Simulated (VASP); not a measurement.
# NbTe (P-6m2) in VASP: settings compared

The runs below take NbTe through equation of state, with PBE, PBE+D3(BJ).

All numbers are computed with VASP 6.6.1; they aren't measurements. Logs are shortened: lines on timing, memory, paths and dates and some standing lists are left out, and cuts for length are marked.

## Step 1: The structure

It takes space group P-6m2 (No. 187, hexagonal). The conventional cell has a = 3.616 Å, b = 3.616 Å, c = 3.682 Å, α = 90.00°, β = 90.00°, γ = 120.00°. Te (site symmetry -6m2) has 6 Nb at 2.78 Å as nearest neighbours. Around Nb (site symmetry -6m2) lie 6 Te at 2.78 Å.

The cell comes from a database or a generator and needn't be the stable form of this composition.

## Step 2: Equation of state, PBE, 21.28 Å³/atom

INCAR reads:

```
SYSTEM = NbTe
ADDGRID = .FALSE.
ALGO = Normal
EDIFF = 1E-8
ENCUT = 900
GGA = PE
ISIF = 2
ISMEAR = 0
LASPH = .TRUE.
LCHARG = .FALSE.
LREAL = .FALSE.
LWAVE = .FALSE.
NELM = 100
PREC = Accurate
SIGMA = 0.05
```

KPOINTS reads:

```
k-points
0
G
  12 12 11
  0 0 0
```

POSCAR reads:

```
NbTe
1.0
    3.6655680475      0.0000000000      0.0000000000
   -1.8327840237      3.1744750484      0.0000000000
    0.0000000000      0.0000000000      3.6568931860
Te Nb
1 1
Direct
    0.6666666667      0.3333333333      0.0000000000
    0.0000000000      0.0000000000      0.5000000000
```

Potentials or basis: VASP PAW PBE potentials, release 64 (Te, Nb_pv).

Run with:

```console
$ cat potpaw_PBE.64/Te/POTCAR potpaw_PBE.64/Nb_pv/POTCAR > POTCAR
$ mpirun -np 1 vasp_std > vasp.out
```

OUTCAR:

```text
SYSTEM = NbTe
   EDIFF = 1E-8
   ENCUT = 900
   GGA = PE
   ISIF = 2
   ISMEAR = 0
   LASPH = .TRUE.
   LREAL = .FALSE.
   NELM = 100
   PREC = Accurate

 ion  position               nearest neighbor table
   1  0.667  0.333  0.000-   2 2.80   2 2.80   2 2.80   2 2.80   2 2.80   2 2.80
   2  0.000  0.000  0.500-   1 2.80   1 2.80   1 2.80   1 2.80   1 2.80   1 2.80

  LATTYP: Found a hexagonal cell.
 ALAT       =     3.6655680475
 C/A-ratio  =     0.9976334196

  Lattice vectors:

 A1 = (   3.6655680475,   0.0000000000,   0.0000000000)
 A2 = (  -1.8327840237,   3.1744750484,   0.0000000000)
 A3 = (   0.0000000000,   0.0000000000,   3.6568931860)

Analysis of symmetry for initial positions (statically):
=====================================================================
 Subroutine PRICEL returns:
 Original cell was already a primitive cell.

 Routine SETGRP: Setting up the symmetry group for a
 hexagonal supercell.

 Subroutine GETGRP returns: Found 12 space group operations
 (whereof 12 operations were pure point group operations)
 out of a pool of 24 trial point group operations.

The static configuration has the point symmetry D_3h.

Analysis of symmetry for dynamics (positions and initial velocities):
=====================================================================
 Subroutine PRICEL returns:
 Original cell was already a primitive cell.

 Routine SETGRP: Setting up the symmetry group for a
 hexagonal supercell.

 Subroutine GETGRP returns: Found 12 space group operations
 (whereof 12 operations were pure point group operations)
 out of a pool of 24 trial point group operations.

The dynamic configuration has the point symmetry D_3h.

 Subroutine INISYM returns: Found 12 space group operations
 (whereof 12 operations are pure point group operations),
 and found     1 'primitive' translations

----------------------------------------------------------------------------------------

                                     Primitive cell

  volume of cell :      42.5525

  direct lattice vectors                    reciprocal lattice vectors
     3.665568047  0.000000000  0.000000000     0.272809013  0.157506357  0.000000000
    -1.832784024  3.174475048  0.000000000     0.000000000  0.315012714  0.000000000
     0.000000000  0.000000000  3.656893186     0.000000000  0.000000000  0.273456169

  length of vectors
     3.665568047  3.665568047  3.656893186     0.315012714  0.315012714  0.273456169

  position of ions in fractional coordinates (direct lattice)
     0.666666667  0.333333333  0.000000000
     0.000000000  0.000000000  0.500000000

  ion indices of the primitive-cell ions
   primitive index   ion index
                 1           1
                 2           2

----------------------------------------------------------------------------------------

 KPOINTS: k-points

Automatic generation of k-mesh.
 Grid dimensions read from file:
 generate k-points for:   12   12   11

 Generating k-lattice:

  Cartesian coordinates                     Fractional coordinates (reciprocal lattice)
     0.022734084  0.013125530  0.000000000     0.083333333  0.000000000  0.000000000
     0.000000000  0.026251059  0.000000000     0.000000000  0.083333333  0.000000000
     0.000000000  0.000000000  0.024859652     0.000000000  0.000000000  0.090909091

  Length of vectors
     0.026251059  0.026251059  0.024859652

  Shift w.r.t. Gamma in fractional coordinates (k-lattice)
     0.000000000  0.000000000  0.000000000

 Subroutine IBZKPT returns following result:
 ===========================================

 Found    114 irreducible k-points:

 Following reciprocal coordinates:
            Coordinates               Weight
  0.000000  0.000000  0.000000      1.000000
  0.083333 -0.000000  0.000000      6.000000
  0.166667 -0.000000  0.000000      6.000000
  0.250000 -0.000000  0.000000      6.000000
  0.333333  0.000000  0.000000      6.000000
  0.416667 -0.000000  0.000000      6.000000
[... 16 lines left out ...]
  0.250000 -0.000000  0.090909     12.000000
  0.333333  0.000000  0.090909     12.000000
 [... further k-points ...]
   k-points           NKPTS =    114   k-points in BZ     NKDIM =    114   number of bands    NBANDS=     12
   number of dos      NEDOS =    301   number of ions     NIONS =      2
   total plane-waves  NPLWV =  46656
   dimension x,y,z NGX =    36 NGY =   36 NGZ =   36
   dimension x,y,z NGXF=    72 NGYF=   72 NGZF=   72
   ions per type =               1   1
   NGX,Y,Z   is equivalent  to a cutoff of  16.33, 16.33, 16.37 a.u.
   NGXF,Y,Z  is equivalent  to a cutoff of  32.65, 32.65, 32.73 a.u.
 SYSTEM =  NbTe
   PREC   = accura    normal or accurate (medium, high low for compatibility)
   ISTART =      0    job   : 0-new  1-cont  2-samecut
   ICHARG =      2    charge: 1-file 2-atom 10-const
   ISPIN  =      1    spin polarized calculation?
   LNONCOLLINEAR =      F non collinear calculations
   LSORBIT =      F    spin-orbit coupling
   LASPH  =      T    aspherical Exc in radial PAW
   ENCUT  =  900.0 eV  66.15 Ry    8.13 a.u.   8.97  8.97  8.95*2*pi/ulx,y,z
   NELM   =    100;   NELMIN=  2; NELMDL= -5     # of ELM steps
   EDIFF  = 0.1E-07   stopping-criterion for ELM
   LREAL  =      F    real-space projection
   EDIFFG = 0.1E-06   stopping-criterion for IOM
   NSW    =      0    number of steps for IOM
   IBRION =     -1    ionic relax: 0-MD 1-quasi-New 2-CG
[... 14 lines left out ...]
     AMIX     =   0.40;   BMIX     =  1.00
     AMIX_MAG =   1.60;   BMIX_MAG =  1.00
  volume/ion in A,a.u.               =      21.28       143.58
  Fermi-wavevector in a.u.,A,eV,Ry     =   1.205728  2.278495 19.779875  1.453780
  Thomas-Fermi vector in A             =   2.341416
   LORBIT       =      0    0 simple, 1 ext, 2 COOP (PROOUT), +10 PAW based schemes
   GGA     = PE    functional components
[... 5 lines left out ...]
 non-spin polarized calculation
 Gauss-broadening in eV      SIGMA  =   0.05
  energy-cutoff  :      900.00
  volume of cell :       42.55
 maximum number of plane-waves:      2643
 NGX is ok and might be reduce to    36
   NGX = 17   NGY = 17   NGZ = 17

 number of electron      17.0000000 magnetization

 Free energy of the ion-electron system (eV)
  ---------------------------------------------------
  ext. energy  EPLUGINS =         0.00000000
  ---------------------------------------------------
  free energy    TOTEN  =       -13.50056922 eV

  energy without entropy =      -13.49931488  energy(sigma->0) =      -13.49994205

 E-fermi :   8.7635     XC(G=0): -11.3927

 val. band max:        8.7494833201   @ k =   0.1667   0.0833   0.0000
 cond. band min:       8.7635885488   @ k =   0.2500  -0.0000   0.0000
 fundamental gap:      0.0141052287
 Fermi energy:         8.7635111968

 k-point     1 :       0.0000    0.0000    0.0000
  band No.  band energies     occupation
      1     -22.9633      2.00000
      2     -22.7642      2.00000
      3     -22.7642      2.00000
      4      -5.6377      2.00000
      5       5.5808      2.00000
      6       5.5808      2.00000
      7       5.6755      2.00000
      8       6.5040      2.00000
      9       8.9373      0.00000
     10       8.9373      0.00000
     11      11.4076      0.00000
     12      11.4078      0.00000

 k-point     2 :       0.0833   -0.0000    0.0000
  band No.  band energies     occupation
      1     -22.9616      2.00000
      2     -22.7746      2.00000
      3     -22.7667      2.00000
      4      -5.5483      2.00000
      5       5.1414      2.00000
      6       5.6287      2.00000
      7       5.8690      2.00000
      8       6.2954      2.00000
      9       8.9133      0.00002
     10       9.2452      0.00000
     11      10.8373      0.00000
     12      11.2229      0.00000

 k-point     3 :       0.1667   -0.0000    0.0000
  band No.  band energies     occupation
      1     -22.9569      2.00000
      2     -22.8027      2.00000
      3     -22.7732      2.00000
      4      -5.2902      2.00000
      5       4.3266      2.00000
      6       5.7581      2.00000
      7       5.8755      2.00000
      8       6.0760      2.00000
      9       8.8489      0.01579
     10       9.9407      0.00000
     11      10.0862      0.00000
     12      10.8280      0.00000

 k-point     4 :       0.2500   -0.0000    0.0000
  band No.  band energies     occupation
      1     -22.9504      2.00000
      2     -22.8407      2.00000
      3     -22.7822      2.00000
      4      -4.8973      2.00000
      5       3.3570      2.00000
      6       5.4672      2.00000
      7       5.9280      2.00000
      8       6.2307      2.00000
      9       8.7636      0.99825
     10       9.6153      0.00000
     11      10.4532      0.00000
     12      10.7312      0.00000

 k-point     5 :       0.3333    0.0000    0.0000
  band No.  band energies     occupation
      1     -22.9440      2.00000
      2     -22.8783      2.00000
      3     -22.7912      2.00000
      4      -4.4373      2.00000
      5       2.4246      2.00000
      6       5.1527      2.00000
      7       6.0847      2.00000
      8       6.2186      2.00000
      9       8.6812      1.98002
     10       9.6611      0.00000
     11      10.2106      0.00000
     12      11.4184      0.00000

 k-point     6 :       0.4167   -0.0000    0.0000
  band No.  band energies     occupation
      1     -22.9393      2.00000
      2     -22.9057      2.00000
      3     -22.7978      2.00000
      4      -4.0335      2.00000
      5       1.7168      2.00000
      6       4.9588      2.00000
      7       6.1034      2.00000
      8       6.1867      2.00000
      9       8.6227      1.99993
     10      10.0892      0.00000
     11      10.1049      0.00000
     12      11.8594      0.00000

 k-point     7 :       0.5000   -0.0000    0.0000
  band No.  band energies     occupation
      1     -22.9375      2.00000
      2     -22.9156      2.00000
      3     -22.8002      2.00000
      4      -3.8643      2.00000
      5       1.4429      2.00000
      6       4.8936      2.00000
      7       6.0441      2.00000
      8       6.2207      2.00000
      9       8.6016      2.00000
     10      10.0812      0.00000
     11      10.3777      0.00000
     12      12.0048      0.00000

 k-point     8 :       0.0833    0.0833    0.0000
  band No.  band energies     occupation
      1     -22.9584      2.00000
      2     -22.7933      2.00000
      3     -22.7717      2.00000
      4      -5.3744      2.00000
      5       4.5862      2.00000
      6       5.6758      2.00000
      7       5.9941      2.00000
      8       6.0407      2.00000
      9       8.8562      0.00873
     10       9.7482      0.00000
     11      10.2835      0.00000
     12      10.9064      0.00000
[... 166 lines left out ...]
 k-point    20 :       0.0000    0.0000    0.0909
  band No.  band energies     occupation
      1     -22.9737      2.00000
      2     -22.7634      2.00000
      3     -22.7634      2.00000
      4      -5.5494      2.00000
      5       5.0115      2.00000
      6       5.6327      2.00000
      7       5.6327      2.00000
      8       6.9173      2.00000
      9       8.7232      1.74558
     10       8.7232      1.74558
     11      11.5554      0.00000
     12      11.5566      0.00000

 k-point    21 :       0.0833   -0.0000    0.0909
  band No.  band energies     occupation
      1     -22.9719      2.00000
      2     -22.7736      2.00000
      3     -22.7658      2.00000
      4      -5.4624      2.00000
      5       4.9814      2.00000
      6       5.3241      2.00000
      7       5.6703      2.00000
      8       6.7866      2.00000
      9       8.6980      1.93614
     10       9.0298      0.00000
     11      11.0495      0.00000
     12      11.4085      0.00000

 k-point    22 :       0.1667   -0.0000    0.0909
  band No.  band energies     occupation
      1     -22.9670      2.00000
      2     -22.8015      2.00000
      3     -22.7723      2.00000
      4      -5.2117      2.00000
      5       4.3778      2.00000
      6       5.0968      2.00000
      7       5.7649      2.00000
      8       6.5843      2.00000
      9       8.6499      1.99869
     10       9.6541      0.00000
     11      10.3896      0.00000
     12      11.0802      0.00000

 k-point    23 :       0.2500   -0.0000    0.0909
  band No.  band energies     occupation
      1     -22.9602      2.00000
      2     -22.8392      2.00000
      3     -22.7811      2.00000
      4      -4.8307      2.00000
      5       3.4075      2.00000
      6       4.9920      2.00000
      7       5.8694      2.00000
      8       6.4779      2.00000
      9       8.6432      1.99933
     10       9.7760      0.00000
     11      10.4881      0.00000
     12      10.7305      0.00000

 k-point    24 :       0.3333    0.0000    0.0909
  band No.  band energies     occupation
      1     -22.9534      2.00000
      2     -22.8766      2.00000
      3     -22.7900      2.00000
      4      -4.3861      2.00000
      5       2.4757      2.00000
      6       4.8423      2.00000
      7       5.9379      2.00000
      8       6.3999      2.00000
      9       8.7226      1.75282
     10       9.7658      0.00000
     11      10.4364      0.00000
     12      10.9818      0.00000

 [... further k-points ...]

------------------------ aborting loop because EDIFF is reached ----------------------------------------

  FORCE on cell =-STRESS in cart. coord.  units (eV):
  Direction    XX          YY          ZZ          XY          YZ          ZX
  --------------------------------------------------------------------------------------
  -------------------------------------------------------------------------------------
  Total        0.8939256      0.8939256      1.3749353      0.0000000      0.0000000      0.0000000
  in kB       33.6578586     33.6578586     51.7687119      0.0000000      0.0000000      0.0000000
  external PRESSURE =      39.6948097 kB  Pullay stress =       0.0000000 kB

 VOLUME and BASIS-vectors are now :
 -----------------------------------------------------------------------------
  energy-cutoff  :      900.00
  volume of cell :       42.55
      direct lattice vectors                 reciprocal lattice vectors
     3.665568047  0.000000000  0.000000000     0.272809013  0.157506357  0.000000000
    -1.832784024  3.174475048  0.000000000     0.000000000  0.315012714  0.000000000
     0.000000000  0.000000000  3.656893186     0.000000000  0.000000000  0.273456169

 POSITION                                       TOTAL-FORCE (eV/Angst)
 -----------------------------------------------------------------------------------
      1.83278      1.05816      0.00000         0.000000      0.000000      0.000000
      0.00000      0.00000      1.82845        -0.000000      0.000000      0.000000
 -----------------------------------------------------------------------------------
    total drift:                               -0.000000      0.000000     -0.000000

  FREE ENERGIE OF THE ION-ELECTRON SYSTEM (eV)
  ---------------------------------------------------
  free  energy   TOTEN  =       -13.5005692159 eV

  energy  without entropy=      -13.4993148776  energy(sigma->0) =      -13.49994205
```

Wall time 72 s (1 thread of Intel Xeon Platinum 8488C (Sapphire Rapids), shared host); peak memory 0.32 GiB.

What came out:

```
Free energy            : -13.5006 eV
Pressure               : 4.0 GPa
Band gap on the k mesh : none (metal or under the smearing width)
```

## Step 3: Equation of state, PBE, 22.59 Å³/atom

INCAR is that of step 2.

KPOINTS is that of step 2.

POSCAR reads:

```
NbTe
1.0
    3.7396398839      0.0000000000      0.0000000000
   -1.8698199419      3.2386231405      0.0000000000
    0.0000000000      0.0000000000      3.7307897254
Te Nb
1 1
Direct
    0.6666666667      0.3333333333      0.0000000000
    0.0000000000      0.0000000000      0.5000000000
```

Potentials or basis: VASP PAW PBE potentials, release 64 (Te, Nb_pv).

Run with:

```console
$ cat potpaw_PBE.64/Te/POTCAR potpaw_PBE.64/Nb_pv/POTCAR > POTCAR
$ mpirun -np 1 vasp_std > vasp.out
```

Run time: 2.1 min. Hardware: 1 thread of Intel Xeon Platinum 8488C (Sapphire Rapids), shared host; peak memory 0.35 GiB.

Results (log left out):

* Free energy: -13.5021 eV
* Pressure: -3.4 GPa
* Band gap on the k mesh: none (metal or under the smearing width)

## Step 4: Equation of state, PBE, 21.28 Å³/atom

Edit INCAR of step 3 so:

```diff
@@ -3,4 +3,4 @@
 ALGO = Normal
-EDIFF = 1E-8
-ENCUT = 900
+EDIFF = 1E-7
+ENCUT = 520
 GGA = PE
```

KPOINTS reads:

```
k-points
0
G
  9 9 8
  0 0 0
```

POSCAR reads:

```
NbTe
1.0
    3.6655680475      0.0000000000      0.0000000000
   -1.8327840237      3.1744750484      0.0000000000
    0.0000000000      0.0000000000      3.6568931860
Te Nb
1 1
Direct
    0.6666666667      0.3333333333      0.0000000000
    0.0000000000      0.0000000000      0.5000000000
```

Run with:

```console
$ cat potpaw_PBE.64/Te/POTCAR potpaw_PBE.64/Nb_pv/POTCAR > POTCAR
$ mpirun -np 1 vasp_std > vasp.out
```

It took 18 s on 1 thread of Intel Xeon Platinum 8488C (Sapphire Rapids), shared host; peak memory 0.17 GiB.

The run converged, but some of its settings lie outside the range that counts as converged, so its numbers aren't taken as properties of the crystal.

What came out:

```
Free energy            : -13.4977 eV
Pressure               : 4.0 GPa
Band gap on the k mesh : none (metal or under the smearing width)
```

## Step 5: Equation of state, PBE, 22.59 Å³/atom

INCAR is that of step 4.

KPOINTS is that of step 4.

POSCAR reads:

```
NbTe
1.0
    3.7396398839      0.0000000000      0.0000000000
   -1.8698199419      3.2386231405      0.0000000000
    0.0000000000      0.0000000000      3.7307897254
Te Nb
1 1
Direct
    0.6666666667      0.3333333333      0.0000000000
    0.0000000000      0.0000000000      0.5000000000
```

Run with:

```console
$ cat potpaw_PBE.64/Te/POTCAR potpaw_PBE.64/Nb_pv/POTCAR > POTCAR
$ mpirun -np 1 vasp_std > vasp.out
```

Wall time 22 s (1 thread of Intel Xeon Platinum 8488C (Sapphire Rapids), shared host); peak memory 0.18 GiB.

The run converged, but some of its settings lie outside the range that counts as converged, so its numbers aren't taken as properties of the crystal.

Results:

- Free energy: -13.5000 eV
- Pressure: -3.3 GPa
- Band gap on the k mesh: none (metal or under the smearing width)

## Step 6: Equation of state, PBE, 21.28 Å³/atom

INCAR is that of step 5.

KPOINTS reads:

```
k-points
0
G
  10 10 9
  0 0 0
```

POSCAR reads:

```
NbTe
1.0
    3.6655680475      0.0000000000      0.0000000000
   -1.8327840237      3.1744750484      0.0000000000
    0.0000000000      0.0000000000      3.6568931860
Te Nb
1 1
Direct
    0.6666666667      0.3333333333      0.0000000000
    0.0000000000      0.0000000000      0.5000000000
```

Potentials or basis: VASP PAW PBE potentials, release 64 (Te, Nb_pv).

Run with:

```console
$ cat potpaw_PBE.64/Te/POTCAR potpaw_PBE.64/Nb_pv/POTCAR > POTCAR
$ mpirun -np 1 vasp_std > vasp.out
```

Wall time 25 s (1 thread of Intel Xeon Platinum 8488C (Sapphire Rapids), shared host); peak memory 0.18 GiB.

These settings aren't checked as converged: the numbers below hold their error.

Results:

* Free energy: -13.4955 eV
* Pressure: 4.0 GPa
* Band gap on the k mesh: none (metal or under the smearing width)

## Step 7: Equation of state, PBE, 22.59 Å³/atom

INCAR is that of step 6.

KPOINTS is that of step 6.

POSCAR reads:

```
NbTe
1.0
    3.7396398839      0.0000000000      0.0000000000
   -1.8698199419      3.2386231405      0.0000000000
    0.0000000000      0.0000000000      3.7307897254
Te Nb
1 1
Direct
    0.6666666667      0.3333333333      0.0000000000
    0.0000000000      0.0000000000      0.5000000000
```

Run with:

```console
$ cat potpaw_PBE.64/Te/POTCAR potpaw_PBE.64/Nb_pv/POTCAR > POTCAR
$ mpirun -np 1 vasp_std > vasp.out
```

Run time: 25 s. Hardware: 1 thread of Intel Xeon Platinum 8488C (Sapphire Rapids), shared host; peak memory 0.18 GiB.

These settings aren't checked as converged: the numbers below hold their error.

What came out:

| Property | Result |
| --- | --- |
| Free energy | -13.4974 eV |
| Pressure | -3.4 GPa |
| Band gap on the k mesh | none (metal or under the smearing width) |

(Part 1 of 4 ends here.)
